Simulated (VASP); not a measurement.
# Y3Ge (P6_3/mmc) in VASP: reference runs

Aim: a first look at Y3Ge with PBE, on the cell as given and on a disturbed one.

Program: VASP 6.6.1. These are calculated values, not measurements. Logs are shortened: lines on timing, memory, paths and dates and some standing lists are left out, and cuts for length are marked.

## (1) The structure

Symmetry: P6_3/mmc, No. 194, hexagonal system. Conventional cell: a = 6.725 Å, b = 6.725 Å, c = 5.320 Å, α = 90.00°, β = 90.00°, γ = 120.00°. Y (site symmetry mm2) is surrounded by 8 Y at 3.22 to 3.51 Å and 4 Ge at 3.24 to 3.36 Å. Around Ge (site symmetry -6m2) lie 12 Y at 3.24 to 3.36 Å.

The cell comes from a database or a generator and needn't be the stable form of this composition.

## (2) Single point, PBE (atoms moved at random, drawn with an rms of 0.05 Å)

Contents of INCAR:

```
  ALGO = Normal
  EDIFF = 1E-7
  ENCUT = 520
  GGA = PE
  ISIF = 2
  ISMEAR = -1
  LASPH = T
  LCHARG = F
  LREAL = F
  LWAVE = F
  NBANDS = 57
  NELM = 60
  PREC = Accurate
  SIGMA = 0.05
```

Contents of KPOINTS:

```
k-points
0
Gamma
  5 5 5
```

Contents of POSCAR:

```
Y3Ge
1.0
    6.7254400469      0.0000000000      0.0000000000
   -3.3627200235      5.8244019323      0.0000000000
    0.0000000000      0.0000000000      5.3196850000
Y Ge
6 2
Direct
    0.1799750000      0.3519260000      0.2638660000
    0.1775210000      0.8286420000      0.2609730000
    0.6579510000      0.8275860000      0.2459590000
    0.8335820000      0.6573940000      0.7502770000
    0.8265740000      0.1713530000      0.7498160000
    0.3433590000      0.1783480000      0.7448090000
    0.3380190000      0.6647590000      0.7550850000
    0.6653980000      0.3339150000      0.2530320000
```

Potentials or basis: VASP PAW PBE potentials, release 64 (Y_sv, Ge_d).

Launch:

```
$ cat potpaw_PBE.64/Y_sv/POTCAR potpaw_PBE.64/Ge_d/POTCAR > POTCAR
$ mpirun -np 1 vasp_std > vasp.out
```

OUTCAR:

```text
EDIFF = 1E-7
   ENCUT = 520
   GGA = PE
   ISIF = 2
   ISMEAR = -1
   LASPH = T
   LREAL = F
   NELM = 60
   PREC = Accurate

 ion  position               nearest neighbor table
   1  0.180  0.352  0.264-   7 3.19   3 3.21   2 3.21   6 3.22   7 3.26   5 3.30   8 3.33   6 3.39
                             8 3.40   5 3.42   2 3.51   3 3.52
   2  0.178  0.829  0.261-   1 3.21   3 3.24   7 3.24   6 3.28   4 3.28   7 3.29   8 3.34   4 3.38
                             8 3.39   6 3.42   3 3.49   1 3.51
   3  0.658  0.828  0.246-   7 3.21   1 3.21   2 3.24   7 3.29   5 3.31   4 3.32   8 3.35   5 3.35
                             4 3.35   8 3.38   2 3.49   1 3.52
   4  0.834  0.657  0.750-   5 3.25   8 3.25   6 3.26   8 3.27   2 3.28   3 3.32   3 3.35   7 3.36
                             7 3.37   2 3.38   6 3.47   5 3.48
   5  0.827  0.171  0.750-   4 3.25   8 3.25   6 3.27   8 3.27   1 3.30   3 3.31   3 3.35   7 3.35
                             7 3.38   1 3.42   6 3.45   4 3.48
   6  0.343  0.178  0.745-   8 3.22   1 3.22   4 3.26   5 3.27   2 3.28   7 3.29   8 3.29   1 3.39
                             2 3.42   7 3.44   5 3.45   4 3.47
   7  0.338  0.665  0.755-   1 3.19   3 3.21   2 3.24   1 3.26   3 3.29   2 3.29   6 3.29   5 3.35
                             4 3.36   4 3.37   5 3.38   6 3.44
   8  0.665  0.334  0.253-   6 3.22   5 3.25   4 3.25   4 3.27   5 3.27   6 3.29   1 3.33   2 3.34
                             3 3.35   3 3.38   2 3.39   1 3.40

  LATTYP: Found a hexagonal cell.
 ALAT       =     6.7254400469
 C/A-ratio  =     0.7909794694

  Lattice vectors:

 A1 = (   6.7254400469,   0.0000000000,   0.0000000000)
 A2 = (  -3.3627200235,   5.8244019323,   0.0000000000)
 A3 = (   0.0000000000,   0.0000000000,   5.3196850000)

Analysis of symmetry for initial positions (statically):
=====================================================================
 Subroutine PRICEL returns:
 Original cell was already a primitive cell.

 Routine SETGRP: Setting up the symmetry group for a
 hexagonal supercell.

 Subroutine GETGRP returns: Found  1 space group operations
 (whereof  1 operations were pure point group operations)
 out of a pool of 24 trial point group operations.

The static configuration has the point symmetry C_1 .

Analysis of symmetry for dynamics (positions and initial velocities):
=====================================================================
 Subroutine PRICEL returns:
 Original cell was already a primitive cell.

 Routine SETGRP: Setting up the symmetry group for a
 hexagonal supercell.

[... 124 lines left out ...]
   POTIM  = 0.5000    time-step for ionic-motion
   TEBEG  =    0.0;   TEEND  =   0.0 temperature during run
   PSTRESS=    0.0 pullay stress
   NELECT =      94.0000    total number of electrons
   NUPDOWN=      -1.0000    fix difference up-down
   EMIN   =  10.00;   EMAX   =-10.00  energy-range for DOS
   EFERMI =   0.00;   METHOD = LEGACY
   ISMEAR =    -1;   SIGMA  =   0.05  broadening in eV -4-tet -1-fermi 0-gaus
   EFERMI_NEDOS =   21; number of points for ismear=-14 and -15
   IALGO  =     38    algorithm
   IMIX   =      4    mixing-type and parameters
     AMIX     =   0.40;   BMIX     =  1.00
     AMIX_MAG =   1.60;   BMIX_MAG =  1.00
  volume/ion in A,a.u.               =      26.05       175.78
  Fermi-wavevector in a.u.,A,eV,Ry     =   1.255543  2.372632 21.448051  1.576387
  Thomas-Fermi vector in A             =   2.389294
   LORBIT       =      0    0 simple, 1 ext, 2 COOP (PROOUT), +10 PAW based schemes
   GGA     = PE    functional components
   LHFCALC =     F    Hartree Fock is set to
   AEXX    =    0.0000 exact exchange contribution
   IVDW    =     0    specifies the selected vdW correction
   LEPSILON=     F    determine dielectric tensor
   LRPA    =     F    only Hartree local field effects (RPA)
 non-spin polarized calculation
  energy-cutoff  :      520.00
  volume of cell :      208.38
 maximum number of plane-waves:      5654
 NGX is ok and might be reduce to    50
   NGX = 25   NGY = 25   NGZ = 19

 number of electron      94.0000004 magnetization

 Free energy of the ion-electron system (eV)
  ---------------------------------------------------
  ext. energy  EPLUGINS =         0.00000000
  ---------------------------------------------------
  free energy    TOTEN  =       -50.04702341 eV

  energy without entropy =      -49.93499435  energy(sigma->0) =      -49.99100888

 E-fermi :   4.3992     XC(G=0): -10.2227

 val. band max:        4.3987117466   @ k =   0.2000  -0.0000   0.0000
 cond. band min:       4.4005649861   @ k =  -0.4000   0.4000   0.2000
 fundamental gap:      0.0018532395
 Fermi energy:         4.3991978336

 k-point     1 :       0.0000    0.0000    0.0000
  band No.  band energies     occupation
      1     -38.3071      2.00000
      2     -38.2077      2.00000
      3     -38.1992      2.00000
      4     -38.1967      2.00000
      5     -38.1529      2.00000
      6     -38.1424      2.00000
[... 1429 lines left out ...]
     56       6.1616      0.00000
     57       6.4765      0.00000

 [... further k-points ...]

------------------------ aborting loop because EDIFF is reached ----------------------------------------

  FORCE on cell =-STRESS in cart. coord.  units (eV):
  Direction    XX          YY          ZZ          XY          YZ          ZX
  --------------------------------------------------------------------------------------
  -------------------------------------------------------------------------------------
  Total       -0.4724948     -0.3846198      0.0465337     -0.2132340     -0.1174363     -0.1026484
  in kB       -3.6328685     -2.9572243      0.3577837     -1.6394913     -0.9029322     -0.7892321
  external PRESSURE =      -2.0774364 kB  Pullay stress =       0.0000000 kB

 VOLUME and BASIS-vectors are now :
 -----------------------------------------------------------------------------
  energy-cutoff  :      520.00
  volume of cell :      208.38
      direct lattice vectors                 reciprocal lattice vectors
     6.725440047  0.000000000  0.000000000     0.148689155  0.085845724  0.000000000
    -3.362720024  5.824401932  0.000000000     0.000000000  0.171691448  0.000000000
     0.000000000  0.000000000  5.319685000     0.000000000  0.000000000  0.187981055

 POSITION                                       TOTAL-FORCE (eV/Angst)
 -----------------------------------------------------------------------------------
      0.02698      2.04976      1.40368        -0.114510      0.099092     -0.361294
     -1.59258      4.82634      1.38829         0.176677     -0.028024     -0.289307
      1.64207      4.82019      1.30842        -0.125449     -0.114679      0.105170
      3.39557      3.82893      3.99124        -0.077878     -0.404269      0.073082
      4.98286      0.99803      3.98878        -0.299018      0.221992      0.109379
      1.70951      1.03877      3.96215         0.450317      0.135047      0.405051
      0.03793      3.87182      4.01681        -0.073601      0.067638     -0.046018
      3.35223      1.94486      1.34605         0.063463      0.023203      0.003937
 -----------------------------------------------------------------------------------
    total drift:                                0.000065      0.000019      0.000812

  FREE ENERGIE OF THE ION-ELECTRON SYSTEM (eV)
  ---------------------------------------------------
  free  energy   TOTEN  =       -50.0470234124 eV

  energy  without entropy=      -49.9349943528  energy(sigma->0) =      -49.99100888
```

OSZICAR:

```text
N       E                     dE             d eps       ncg     rms          rms(c)
DAV:   1     0.946460437957E+03    0.94646E+03   -0.44093E+04  9051   0.259E+03
DAV:   2     0.116170696965E+03   -0.83029E+03   -0.80086E+03  7222   0.800E+02
DAV:   3    -0.309515716624E+02   -0.14712E+03   -0.14240E+03  8592   0.196E+02
DAV:   4    -0.508947870009E+02   -0.19943E+02   -0.19247E+02 11260   0.641E+01
DAV:   5    -0.521186979423E+02   -0.12239E+01   -0.12061E+01 11068   0.143E+01    0.568E+01
DAV:   6    -0.501753359592E+02    0.19434E+01   -0.50753E+00 10338   0.752E+00    0.382E+01
DAV:   7    -0.501666559204E+02    0.86800E-02   -0.46291E+00  9747   0.820E+00    0.423E+00
DAV:   8    -0.500475807780E+02    0.11908E+00   -0.13995E+00  9488   0.485E+00    0.149E+00
DAV:   9    -0.500489417113E+02   -0.13609E-02   -0.10715E-01  9980   0.184E+00    0.827E-01
DAV:  10    -0.500477896079E+02    0.11521E-02   -0.24767E-02  9911   0.102E+00    0.266E-01
DAV:  11    -0.500470210578E+02    0.76855E-03   -0.53517E-03 10435   0.461E-01    0.928E-02
DAV:  12    -0.500470447495E+02   -0.23692E-04   -0.84362E-04 10970   0.161E-01    0.631E-02
DAV:  13    -0.500470241272E+02    0.20622E-04   -0.10995E-04  9826   0.534E-02    0.220E-02
DAV:  14    -0.500470230588E+02    0.10684E-05   -0.25953E-05 10396   0.301E-02    0.100E-02
DAV:  15    -0.500470236258E+02   -0.56696E-06   -0.58404E-06  9867   0.118E-02    0.332E-03
DAV:  16    -0.500470233844E+02    0.24140E-06   -0.53135E-07  7555   0.468E-03    0.139E-03
DAV:  17    -0.500470234124E+02   -0.28011E-07   -0.61651E-08  5274   0.238E-03
   1 F= -.50047023E+02 E0= -.49991009E+02  d E =-.112029E+00
```

Run time: 22 min. Hardware: 1 thread of Intel Xeon Platinum 8375C at 2.90GHz (Ice Lake), shared host; peak memory 0.72 GiB.

What came out:

```yaml
Free_energy: -50.0470 eV
Pressure: -0.2 GPa
Largest_force: 0.621 eV/Å
Band_gap_on_the_k_mesh: none (metal or under the smearing width)
```

Forces on the atoms (eV/Å):
```
Y   -0.115  0.099 -0.361
Y    0.177 -0.028 -0.289
Y   -0.125 -0.115  0.105
Y   -0.078 -0.404  0.073
Y   -0.299  0.222  0.109
Y    0.450  0.135  0.405
Ge  -0.074  0.068 -0.046
Ge   0.063  0.023  0.004
```

## (3) Single point, PBE

Contents of INCAR:

```
SYSTEM = Y3Ge
PREC = Accurate
ENCUT = 520
EDIFF = 1E-7
ISMEAR = -1
SIGMA = 0.05
LREAL = .FALSE.
LASPH = .TRUE.
NELM = 100
ALGO = Normal
ISIF = 2
LWAVE = .FALSE.
LCHARG = .TRUE.
GGA = PE
LELF = .TRUE.
LVHAR = .TRUE.
NBANDS = 57
```

Contents of KPOINTS:

```
regular mesh
0
G
  5 5 5
  0 0 0
```

Contents of POSCAR:

```
Y3Ge
1.0
    6.7254400469      0.0000000000      0.0000000000
   -3.3627200235      5.8244019323      0.0000000000
    0.0000000000      0.0000000000      5.3196850000
Y Ge
6 2
Direct
    0.1739415050      0.3478830100      0.2500000000
    0.1739415050      0.8260584950      0.2500000000
    0.6521169900      0.8260584950      0.2500000000
    0.8260584950      0.6521169900      0.7500000000
    0.8260584950      0.1739415050      0.7500000000
    0.3478830100      0.1739415050      0.7500000000
    0.3333333333      0.6666666667      0.7500000000
    0.6666666667      0.3333333333      0.2500000000
```

Potentials or basis: VASP PAW PBE potentials, release 64 (Y_sv, Ge_d).

Launch:

```
$ cat potpaw_PBE.64/Y_sv/POTCAR potpaw_PBE.64/Ge_d/POTCAR > POTCAR
$ mpirun -np 1 vasp_std > vasp.out
```

Run time: 5.6 min. Hardware: 1 thread of AMD EPYC 7R43 (Zen 3), shared host; peak memory 0.33 GiB.

The run converged. Its results:

| Property | Result |
| --- | --- |
| Free energy | -50.1047 eV |
| Pressure | -0.3 GPa |
| Largest force | 0.136 eV/Å |
| Band gap on the k mesh | none (metal or under the smearing width) |

Forces on the atoms (eV/Å):
```
Y    0.000  0.136  0.000
Y    0.118 -0.068  0.000
Y   -0.118 -0.068  0.000
Y    0.000 -0.136  0.000
Y   -0.118  0.068  0.000
Y    0.118  0.068  0.000
Ge   0.000  0.000  0.000
Ge   0.000  0.000  0.000
```

Levels at points of the mesh, in eV from the Fermi level:
```tsv
k point	band 45	band 46	band 47	band 48	band 49	band 50
(0.00, 0.00, 0.00)	-0.89	-0.89	-0.39	-0.39	-0.03	-0.02
```
